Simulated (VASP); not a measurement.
# Sr2SO (P4/mmm) in VASP: single point with LDA

Aim: the single point of Sr2SO with LDA.

Everything below comes from runs of VASP 6.6.1. Logs are shortened: lines on timing, memory, paths and dates and some standing lists are left out, and cuts for length are marked.

**1. The crystal as given**

Symmetry: P4/mmm, No. 123, tetragonal system. Conventional cell: a = 4.043 Å, b = 4.043 Å, c = 5.718 Å, α = 90.00°, β = 90.00°, γ = 90.00°. Sr (site symmetry 4/mmm) is surrounded by 2 S at 2.86 Å and 4 O at 2.86 Å. Sr (site symmetry 4/mmm) is surrounded by 2 O at 2.86 Å and 4 S at 2.86 Å. S (site symmetry 4/mmm) is surrounded by 6 Sr at 2.86 Å. Around O (site symmetry 4/mmm) lie 6 Sr at 2.86 Å.

The cell comes from a database or a generator and needn't be the stable form of this composition.

**2. Single point, LDA**

INCAR reads:

```
PREC     = Accurate       # precision mode
ENCUT    = 520            # plane-wave cutoff, eV
EDIFF    = 1E-6           # SCF threshold, eV
ISMEAR   = 0              # smearing method
SIGMA    = 0.1            # smearing width, eV
LREAL    = F              # projectors in reciprocal space
LASPH    = T              # aspherical terms in the spheres
NELM     = 60             # most SCF steps
ALGO     = Normal         # electronic algorithm
ISIF     = 2              # what is computed and relaxed
LWAVE    = F              # write WAVECAR
LCHARG   = T              # write CHGCAR
LELF     = T              # ELF
LVHAR    = T            
NBANDS   = 24             # bands
```

KPOINTS reads:

```
Automatic mesh
0
Gamma
  4 4 4
```

POSCAR reads:

```
Sr2SO
1.0
    4.0432370000      0.0000000000      0.0000000000
    0.0000000000      4.0432370000      0.0000000000
    0.0000000000      0.0000000000      5.7180000000
Sr S O
2 1 1
Direct
    0.0000000000      0.0000000000      0.0000000000
    0.5000000000      0.5000000000      0.5000000000
    0.0000000000      0.0000000000      0.5000000000
    0.5000000000      0.5000000000      0.0000000000
```

Potentials or basis: VASP PAW LDA potentials, release 64 (Sr_sv, S, O).

The run is started by

```sh
cat potpaw_LDA.64/Sr_sv/POTCAR potpaw_LDA.64/S/POTCAR potpaw_LDA.64/O/POTCAR > POTCAR
mpirun -np 1 vasp_std > vasp.out
```

OUTCAR:

```text
PREC = Accurate
   ENCUT = 520
   EDIFF = 1E-6
   ISMEAR = 0
   LREAL = F
   LASPH = T
   NELM = 60
   ISIF = 2

 ion  position               nearest neighbor table
   1  0.000  0.000  0.000-   3 2.86   3 2.86   4 2.86   4 2.86   4 2.86   4 2.86   2 4.04   2 4.04
                             2 4.04   2 4.04   2 4.04   2 4.04   2 4.04   2 4.04
   2  0.500  0.500  0.500-   4 2.86   4 2.86   3 2.86   3 2.86   3 2.86   3 2.86   1 4.04   1 4.04
                             1 4.04   1 4.04   1 4.04   1 4.04   1 4.04   1 4.04
   3  0.000  0.000  0.500-   1 2.86   1 2.86   2 2.86   2 2.86   2 2.86   2 2.86
   4  0.500  0.500  0.000-   2 2.86   2 2.86   1 2.86   1 2.86   1 2.86   1 2.86

  LATTYP: Found a simple tetragonal cell.
 ALAT       =     4.0432370000
 C/A-ratio  =     1.4142134137

  Lattice vectors:

 A1 = (   4.0432370000,   0.0000000000,   0.0000000000)
 A2 = (   0.0000000000,   4.0432370000,   0.0000000000)
 A3 = (   0.0000000000,   0.0000000000,   5.7180000000)

Analysis of symmetry for initial positions (statically):
=====================================================================
 Subroutine PRICEL returns:
 Original cell was already a primitive cell.

 Routine SETGRP: Setting up the symmetry group for a
 simple tetragonal supercell.

 Subroutine GETGRP returns: Found 16 space group operations
 (whereof 16 operations were pure point group operations)
 out of a pool of 16 trial point group operations.

The static configuration has the point symmetry D_4h.

Analysis of symmetry for dynamics (positions and initial velocities):
=====================================================================
 Subroutine PRICEL returns:
 Original cell was already a primitive cell.

 Routine SETGRP: Setting up the symmetry group for a
 simple tetragonal supercell.

 Subroutine GETGRP returns: Found 16 space group operations
 (whereof 16 operations were pure point group operations)
 out of a pool of 16 trial point group operations.

The dynamic configuration has the point symmetry D_4h.

 Subroutine INISYM returns: Found 16 space group operations
 (whereof 16 operations are pure point group operations),
 and found     1 'primitive' translations

----------------------------------------------------------------------------------------

                                     Primitive cell

  volume of cell :      93.4765

  direct lattice vectors                    reciprocal lattice vectors
     4.043237000  0.000000000  0.000000000     0.247326585  0.000000000  0.000000000
     0.000000000  4.043237000  0.000000000     0.000000000  0.247326585  0.000000000
     0.000000000  0.000000000  5.718000000     0.000000000  0.000000000  0.174886324

  length of vectors
     4.043237000  4.043237000  5.718000000     0.247326585  0.247326585  0.174886324

  position of ions in fractional coordinates (direct lattice)
     0.000000000  0.000000000  0.000000000
     0.500000000  0.500000000  0.500000000
     0.000000000  0.000000000  0.500000000
     0.500000000  0.500000000  0.000000000

  ion indices of the primitive-cell ions
   primitive index   ion index
                 1           1
                 2           2
                 3           3
                 4           4

----------------------------------------------------------------------------------------

 KPOINTS: Automatic mesh

Automatic generation of k-mesh.
 Grid dimensions read from file:
 generate k-points for:    4    4    4

 Generating k-lattice:

  Cartesian coordinates                     Fractional coordinates (reciprocal lattice)
     0.061831646  0.000000000  0.000000000     0.250000000  0.000000000  0.000000000
     0.000000000  0.061831646  0.000000000     0.000000000  0.250000000  0.000000000
     0.000000000  0.000000000  0.043721581     0.000000000  0.000000000  0.250000000

  Length of vectors
     0.061831646  0.061831646  0.043721581

  Shift w.r.t. Gamma in fractional coordinates (k-lattice)
     0.000000000  0.000000000  0.000000000

 Subroutine IBZKPT returns following result:
 ===========================================

 Found     18 irreducible k-points:

 Following reciprocal coordinates:
            Coordinates               Weight
  0.000000  0.000000  0.000000      1.000000
  0.250000  0.000000  0.000000      4.000000
  0.500000  0.000000  0.000000      2.000000
  0.250000  0.250000  0.000000      4.000000
  0.500000  0.250000  0.000000      4.000000
  0.500000  0.500000  0.000000      1.000000
[... 10 lines left out ...]
  0.500000  0.250000  0.500000      4.000000
  0.500000  0.500000  0.500000      1.000000
   k-points           NKPTS =     18   k-points in BZ     NKDIM =     18   number of bands    NBANDS=     24
   number of dos      NEDOS =    301   number of ions     NIONS =      4
   total plane-waves  NPLWV =  43200
   dimension x,y,z NGX =    30 NGY =   30 NGZ =   48
   dimension x,y,z NGXF=    60 NGYF=   60 NGZF=   96
   ions per type =               2   1   1
   NGX,Y,Z   is equivalent  to a cutoff of  12.34, 12.34, 13.96 a.u.
   NGXF,Y,Z  is equivalent  to a cutoff of  24.67, 24.67, 27.91 a.u.
 SYSTEM =  unknown system
   PREC   = accura    normal or accurate (medium, high low for compatibility)
   ISTART =      0    job   : 0-new  1-cont  2-samecut
   ICHARG =      2    charge: 1-file 2-atom 10-const
   ISPIN  =      1    spin polarized calculation?
   LNONCOLLINEAR =      F non collinear calculations
   LSORBIT =      F    spin-orbit coupling
   LASPH  =      T    aspherical Exc in radial PAW
   ENCUT  =  520.0 eV  38.22 Ry    6.18 a.u.   7.52  7.52 10.63*2*pi/ulx,y,z
   NELM   =     60;   NELMIN=  2; NELMDL= -5     # of ELM steps
   EDIFF  = 0.1E-05   stopping-criterion for ELM
   LREAL  =      F    real-space projection
   EDIFFG = 0.1E-04   stopping-criterion for IOM
   NSW    =      0    number of steps for IOM
   IBRION =     -1    ionic relax: 0-MD 1-quasi-New 2-CG
   NFREE  =      0    steps in history (QN), initial steepest desc. (CG)
   ISIF   =      2    stress and relaxation
   ISYM   =      2    0-nonsym 1-usesym 2-fastsym
   POTIM  = 0.5000    time-step for ionic-motion
   TEBEG  =    0.0;   TEEND  =   0.0 temperature during run
   PSTRESS=    0.0 pullay stress
   NELECT =      32.0000    total number of electrons
   NUPDOWN=      -1.0000    fix difference up-down
   EMIN   =  10.00;   EMAX   =-10.00  energy-range for DOS
   EFERMI =   0.00;   METHOD = LEGACY
   ISMEAR =     0;   SIGMA  =   0.10  broadening in eV -4-tet -1-fermi 0-gaus
   EFERMI_NEDOS =   21; number of points for ismear=-14 and -15
   IALGO  =     38    algorithm
   IMIX   =      4    mixing-type and parameters
     AMIX     =   0.40;   BMIX     =  1.00
     AMIX_MAG =   1.60;   BMIX_MAG =  1.00
  volume/ion in A,a.u.               =      23.37       157.70
  Fermi-wavevector in a.u.,A,eV,Ry     =   1.145225  2.164161 17.844574  1.311539
  Thomas-Fermi vector in A             =   2.281914
   LORBIT       =      0    0 simple, 1 ext, 2 COOP (PROOUT), +10 PAW based schemes
   GGA     = CA    functional components
   LHFCALC =     F    Hartree Fock is set to
   AEXX    =    0.0000 exact exchange contribution
   IVDW    =     0    specifies the selected vdW correction
   LEPSILON=     F    determine dielectric tensor
   LRPA    =     F    only Hartree local field effects (RPA)
 non-spin polarized calculation
 Gauss-broadening in eV      SIGMA  =   0.10
  energy-cutoff  :      520.00
  volume of cell :       93.48
 maximum number of plane-waves:      2566
   NGX = 15   NGY = 15   NGZ = 21

 number of electron      31.9999994 magnetization

 Free energy of the ion-electron system (eV)
  ---------------------------------------------------
  ext. energy  EPLUGINS =         0.00000000
  ---------------------------------------------------
  free energy    TOTEN  =       -23.31809396 eV

  energy without entropy =      -23.31809396  energy(sigma->0) =      -23.31809396

 E-fermi :   1.9507     XC(G=0):  -9.5520

 val. band max:        1.5224738572   @ k =   0.0000   0.0000   0.0000
 cond. band min:       3.6319974686   @ k =   0.0000   0.0000   0.0000
 fundamental gap:      2.1095236114
 Fermi energy:         1.9507399291

 k-point     1 :       0.0000    0.0000    0.0000
  band No.  band energies     occupation
      1     -31.7057      2.00000
      2     -31.6326      2.00000
      3     -14.1275      2.00000
      4     -13.8651      2.00000
      5     -13.8651      2.00000
      6     -13.6630      2.00000
[... 16 lines left out ...]
     23       6.9418      0.00000
     24       8.3808      0.00000

 k-point     2 :       0.2500    0.0000    0.0000
  band No.  band energies     occupation
      1     -31.6956      2.00000
      2     -31.6299      2.00000
      3     -14.0979      2.00000
      4     -14.0711      2.00000
      5     -13.9939      2.00000
      6     -13.8259      2.00000
[... 16 lines left out ...]
     23       8.2154      0.00000
     24       8.5319      0.00000

 k-point     3 :       0.5000    0.0000    0.0000
  band No.  band energies     occupation
      1     -31.6849      2.00000
      2     -31.6277      2.00000
      3     -14.2957      2.00000
      4     -14.2369      2.00000
      5     -13.9989      2.00000
      6     -13.7790      2.00000
[... 16 lines left out ...]
     23       8.0863      0.00000
     24       8.4979      0.00000

 k-point     4 :       0.2500    0.2500    0.0000
  band No.  band energies     occupation
      1     -31.6877      2.00000
      2     -31.6255      2.00000
      3     -14.0685      2.00000
      4     -14.0323      2.00000
      5     -13.9938      2.00000
      6     -13.9900      2.00000
[... 16 lines left out ...]
     23       8.2821      0.00000
     24       8.7067      0.00000

 k-point     5 :       0.5000    0.2500    0.0000
  band No.  band energies     occupation
      1     -31.6797      2.00000
      2     -31.6212      2.00000
      3     -14.1997      2.00000
      4     -14.1167      2.00000
      5     -13.9875      2.00000
      6     -13.8866      2.00000
[... 16 lines left out ...]
     23       9.3660      0.00000
     24       9.4137      0.00000

 k-point     6 :       0.5000    0.5000    0.0000
  band No.  band energies     occupation
      1     -31.6744      2.00000
      2     -31.6147      2.00000
      3     -14.1195      2.00000
      4     -14.1195      2.00000
      5     -13.9760      2.00000
      6     -13.8119      2.00000
[... 16 lines left out ...]
     23       9.9793      0.00000
     24      10.1263      0.00000
[... 217 lines left out ...]
 k-point    15 :       0.5000    0.0000    0.5000
  band No.  band energies     occupation
      1     -31.6845      2.00000
      2     -31.6275      2.00000
      3     -14.5213      2.00000
      4     -14.4227      2.00000
      5     -13.8215      2.00000
      6     -13.7784      2.00000
[... 16 lines left out ...]
     23       8.9101      0.00000
     24       9.0200      0.00000

 k-point    16 :       0.2500    0.2500    0.5000
  band No.  band energies     occupation
      1     -31.6848      2.00000
      2     -31.6279      2.00000
      3     -14.3169      2.00000
      4     -14.2217      2.00000
      5     -13.9450      2.00000
      6     -13.8109      2.00000
[... 16 lines left out ...]
     23       8.1054      0.00000
     24       8.3278      0.00000

 k-point    17 :       0.5000    0.2500    0.5000
  band No.  band energies     occupation
      1     -31.6793      2.00000
      2     -31.6210      2.00000
      3     -14.3708      2.00000
      4     -14.2575      2.00000
      5     -13.9220      2.00000
      6     -13.8729      2.00000
[... 16 lines left out ...]
     23       9.0736      0.00000
     24       9.4056      0.00000

 k-point    18 :       0.5000    0.5000    0.5000
  band No.  band energies     occupation
      1     -31.6740      2.00000
      2     -31.6145      2.00000
      3     -14.0796      2.00000
      4     -14.0593      2.00000
      5     -14.0593      2.00000
      6     -13.9305      2.00000
[... 16 lines left out ...]
     23       9.0758      0.00000
     24       9.9826      0.00000

------------------------ aborting loop because EDIFF is reached ----------------------------------------

  FORCE on cell =-STRESS in cart. coord.  units (eV):
  Direction    XX          YY          ZZ          XY          YZ          ZX
  --------------------------------------------------------------------------------------
  -------------------------------------------------------------------------------------
  Total       -2.6308670     -2.6308670     -2.5860025      0.0000000      0.0000000     -0.0000000
  in kB      -45.0927713    -45.0927713    -44.3237994      0.0000000      0.0000000     -0.0000000
  external PRESSURE =     -44.8364473 kB  Pullay stress =       0.0000000 kB

 VOLUME and BASIS-vectors are now :
 -----------------------------------------------------------------------------
  energy-cutoff  :      520.00
  volume of cell :       93.48
      direct lattice vectors                 reciprocal lattice vectors
     4.043237000  0.000000000  0.000000000     0.247326585  0.000000000  0.000000000
     0.000000000  4.043237000  0.000000000     0.000000000  0.247326585  0.000000000
     0.000000000  0.000000000  5.718000000     0.000000000  0.000000000  0.174886324

 POSITION                                       TOTAL-FORCE (eV/Angst)
 -----------------------------------------------------------------------------------
      0.00000      0.00000      0.00000         0.000000      0.000000      0.000000
      2.02162      2.02162      2.85900         0.000000      0.000000      0.000000
      0.00000      0.00000      2.85900         0.000000      0.000000      0.000000
      2.02162      2.02162      0.00000         0.000000      0.000000      0.000000
 -----------------------------------------------------------------------------------
    total drift:                                0.000000      0.000000     -0.000000

  FREE ENERGIE OF THE ION-ELECTRON SYSTEM (eV)
  ---------------------------------------------------
  free  energy   TOTEN  =       -23.3180939576 eV

  energy  without entropy=      -23.3180939576  energy(sigma->0) =      -23.31809396
```

It took 24 s on 1 thread of Intel Xeon 6975P-C (Granite Rapids), shared host; peak memory 0.18 GiB.

Results:

```
Free energy            : -23.3181 eV
Pressure               : -4.5 GPa
Band gap on the k mesh : 2.11 eV, direct
```

Levels at points of the mesh, in eV from the valence-band top:
| k point | band 13 | band 14 | band 15 | band 16 | band 17 | band 18 | band 19 | band 20 |
| --- | --- | --- | --- | --- | --- | --- | --- | --- |
| (0.00, 0.00, 0.00) | -0.57 | -0.03 | 0.00 | 0.00 | 2.11 | 2.75 | 4.53 | 4.53 |
| (0.50, 0.00, 0.00) | -1.26 | -1.25 | -0.58 | -0.46 | 4.26 | 5.25 | 5.58 | 5.74 |
| (0.50, 0.50, 0.00) | -0.76 | -0.27 | -0.27 | -0.15 | 2.29 | 2.29 | 5.38 | 6.36 |
| (0.00, 0.00, 0.50) | -0.66 | -0.66 | -0.12 | -0.12 | 2.48 | 3.96 | 4.10 | 5.05 |
| (0.50, 0.00, 0.50) | -1.73 | -0.99 | -0.79 | -0.64 | 5.15 | 5.47 | 5.91 | 6.12 |
| (0.50, 0.50, 0.50) | -1.49 | -0.74 | -0.57 | -0.57 | 4.09 | 4.09 | 5.50 | 5.50 |
